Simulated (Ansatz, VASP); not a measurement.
# GePt: VASP beside Ansatz, part 2 of 2

Wanted: the spread between two codes on one cell, functional and k mesh. The cell is generated by rule, not measured, and may not be a known phase. The cell is taken from a series of runs on this material, whose earlier steps may have relaxed, scaled, displaced or heated it; both programs get it as it stands.

VASP 6.6.1 and Ansatz 0.2.0.

So far. Step 2 (VASP: single point, r2SCAN, pair 1): The run ends at a pressure of 0.05 GPa, with forces up to 0.049 eV/Å. Step 3 (Ansatz: single point, r2SCAN, pair 1): The run ends at a pressure of -0.04 GPa, with forces up to 0.051 eV/Å.

### 5. VASP: single point, r2SCAN, pair 2

Level of this step: r2SCAN; plane waves and PAW (Pt, Ge_d); invented cell (VASP).

With cell and atoms fixed, the geometry can't cause a difference; cores, projectors, grids and the points listed under the comparison can.

File INCAR:

```
SYSTEM = GePt
PREC = Accurate
ENCUT = 550
EDIFF = 1E-06
NELM = 120
ISMEAR = 1
SIGMA = 0.2
LREAL = .FALSE.
ALGO = Normal
METAGGA = R2SCAN
LASPH = .TRUE.
NBANDS = 30
LORBIT = 11
LWAVE = .FALSE.
LCHARG = .FALSE.
ISIF = 2
GGA_COMPAT = .FALSE.
LMIXTAU = .TRUE.
KPAR = 2
```

File POSCAR:

```
GePt
1.0
   -3.1569466852      0.0000000000      0.0000000000
    0.0000000000     -3.1569466852     -3.1569466852
    0.0000000000     -3.1569466852      3.1569466852
Pt Ge
2 2
Direct
    0.0000000000      0.4820812487      0.5000000000
    0.0000000000      0.0179187513      0.0000000000
    0.5000000000      0.9897137517      0.5000000000
    0.5000000000      0.5102862483      0.0000000000
```

File KPOINTS:

```
Automatic mesh
0
Gamma
14 10 10
0 0 0
```

Potentials, in the order of the species: Pt and Ge_d (PBE family, release 64).

Command:

```
> mpirun -np 2 vasp_std
```

Numbers of over 12 decimals in the logs are rounded to 6 here.

The program printed:

```text
[banner, memory and clock lines left out]
running    2 mpi-ranks, on    1 nodes
[...]
[... a notice as in an earlier step ...]

 LDA part: xc-table for (None), standard interpolation
 POSCAR, INCAR and KPOINTS ok, starting setup
[...]
entering main loop
       N       E                     dE             d eps       ncg     rms          rms(c)
DAV:   1     0.356657262873E+03    0.35666E+03   -0.24272E+04 22154   0.432E+03
DAV:   2    -0.696090199233E+02   -0.42627E+03   -0.40620E+03 17412   0.933E+02
DAV:   3    -0.137168731956E+03   -0.67560E+02   -0.64564E+02 19122   0.192E+02
DAV:   4    -0.140268331815E+03   -0.30996E+01   -0.30610E+01 20162   0.460E+01
[...]
DAV:  16    -0.130871984435E+03    0.17312E-05   -0.64390E-06 16242   0.162E-02    0.233E-03
DAV:  17    -0.130871987655E+03   -0.32205E-05   -0.24440E-06 15036   0.944E-03    0.761E-04
DAV:  18    -0.130871987678E+03   -0.22942E-07   -0.99121E-08  8928   0.267E-03
   1 F= -.13087199E+03 E0= -.13087115E+03  d E =-.251348E-02
```

Parts of OUTCAR (step 5):

```text
  Total       -0.1539155      0.2316913      0.2316913      0.0000000     -0.0754220      0.0000000
  in kB       -3.9188737      5.8991394      5.8991394      0.0000000     -1.9203350      0.0000000
  external PRESSURE =       2.6264683 kB  Pullay stress =       0.0000000 kB

 POSITION                                       TOTAL-FORCE (eV/Angst)
 -----------------------------------------------------------------------------------
      0.00000     -3.10038      0.05657         0.000000      0.055836      0.055836
      0.00000     -0.05657     -0.05657         0.000000     -0.055836     -0.055836
     -1.57847     -4.70295     -1.54600         0.000000      0.012823      0.012823
     -1.57847     -1.61095     -1.61095         0.000000     -0.012823     -0.012823
 -----------------------------------------------------------------------------------
    total drift:                               -0.000000     -0.000000     -0.000000

  FREE ENERGIE OF THE ION-ELECTRON SYSTEM (eV)
  ---------------------------------------------------
  free  energy   TOTEN  =      -130.8719876782 eV

  energy  without entropy=     -130.8694741967  energy(sigma->0) =     -130.87114985

[... 2 parts as in an earlier step ...]

[... 1 further part left out ...]
[key lines of the parts left out:]
E-fermi :   9.8052
```

The run ends at a pressure of 0.26 GPa, with forces up to 0.079 eV/Å.

### 6. Ansatz: single point, r2SCAN, pair 2

The same cell, functional, mesh and smearing now go to Ansatz, which takes its cutoff from its data sets.

The cell is taken from a series of runs on this material, whose earlier steps may have relaxed, scaled, displaced or heated it; both programs get it as it stands.

File input.yaml:

```yaml
crystal:
  lattice:
    - [-3.1569466852, 0.0, 0.0]
    - [0.0, -3.1569466852, -3.1569466852]
    - [0.0, -3.1569466852, 3.1569466852]
  atoms:
    - { symbol: Pt, position: [0.0, 0.4820812487, 0.5] }
    - { symbol: Pt, position: [0.0, 0.0179187513, 0.0] }
    - { symbol: Ge, position: [0.5, -0.0102862483, 0.5] }
    - { symbol: Ge, position: [0.5, 0.5102862483, 0.0] }
kpoints:
  mp_grid: { grid: [14, 10, 10] }
hamiltonian:
  xc: r2scan
scf:
  occupations: { method: methfessel_paxton, width: 0.2 }
output:
  forces: true
  stress: true
  eigenvalues: true
```

Command:

```
> ansatz run input.yaml --threads 4 --pin off --max-ram 7168MiB --backend cpu --events-out ev --progress --plain --runs-dir out
```

The program printed:

```text
[...]
Crystal: 4 atoms, lattice volume = 62.926 Å³
Basis set: ecut = 500 eV, 1583 PW (Γ), exchange–correlation on 96×144×144 points (64 copies of the dense FFT grid, shifted against one another)
Bands: 39, of which v1, the nominal top of the filled ones, is band 32 counted from 1 (31 counted from 0)
Symmetry: 8 space group operations
[...]
k-points: 288 of 1400
[...]
k-point 0: bands = [... 28 lower, 15.7497, 15.7961, 16.6864, 18.2833, 19.1997, 20.0659, 20.2159, 20.2501, ... 3 higher]
  k-point 1: bands = [... 28 lower, 15.6553, 15.6882, 16.7473, 18.4244, 19.4085, 19.8474, 20.2188, 20.2815, ... 3 higher]
  k-point 2: bands = [... 28 lower, 15.4223, 15.6287, 16.9232, 18.4989, 19.2686, 19.5880, 20.7820, 20.8573, ... 3 higher]
  k-point 287: bands = [... 28 lower, 14.8666, 14.8666, 16.7878, 16.7878, 18.2954, 18.2954, 19.3503, 19.3503, ... 3 higher]
[key lines of the parts left out:]
SCF converged after 7 iterations
Free energy (F): -33679.478644 eV
Fermi energy:    18.208438 eV
P = ⅓ Tr σ = 0.1836 GPa (1.836 kbar)
```

The run ends at a pressure of 0.18 GPa, with forces up to 0.084 eV/Å.

### 7. Differences

What differs besides the data sets and the points named for the pairs above, as far as they apply: the data sets hold 64 valence electrons in Ansatz (on its default PAW (the set named soft_2) files) and 48 in VASP. Total energies have different zeros and are not compared.

Both answers:

```tsv
quantity	Ansatz	VASP	difference
pressure (GPa)	0.18	0.26	-0.08
```

Forces (eV/Å; atoms numbered as in POSCAR):

```tsv
atom	Ansatz x, y, z	VASP x, y, z
Pt1	0.000, 0.059, 0.059	0.000, 0.056, 0.056
Pt2	0.000, -0.059, -0.059	0.000, -0.056, -0.056
Ge3	0.000, 0.012, 0.012	0.000, 0.013, 0.013
Ge4	0.000, -0.012, -0.012	0.000, -0.013, -0.013
```

The forces differ by 2.1 meV/Å r.m.s., which is 6.3 % of the r.m.s. force of 0.033 eV/Å (both taken over all components).

### 8. Summary of results

```
difference in pressure (single point, r2SCAN, pair 1)  : -0.087 GPa
r.m.s. force difference (single point, r2SCAN, pair 2) : 2.1 meV/Å
```

The r.m.s. force difference is 2.1 meV/Å (single point, r2SCAN, pair 2), within the 12 meV/Å picked in this series as the mark of a large difference. The data sets hold unlike numbers of valence electrons (64 in Ansatz and 48 in VASP), so part of the differences comes from the potentials. Such differences can come from data sets, numerical settings and the points named under the comparisons, not from the functional's error against experiment.

[Lines on the potential files, build, host, timing and source positions are cut from VASP's logs without a mark.]

[Logs are printed without paths, hosts, clocks, repeated set-up lines and the standing remarks that a program may print on its own settings, such as how far it seeks lower states.]

[Hosts, paths, dates, database ids (printed as entryN), source tags and the programs' standing remarks are cut or masked in the printed files.]
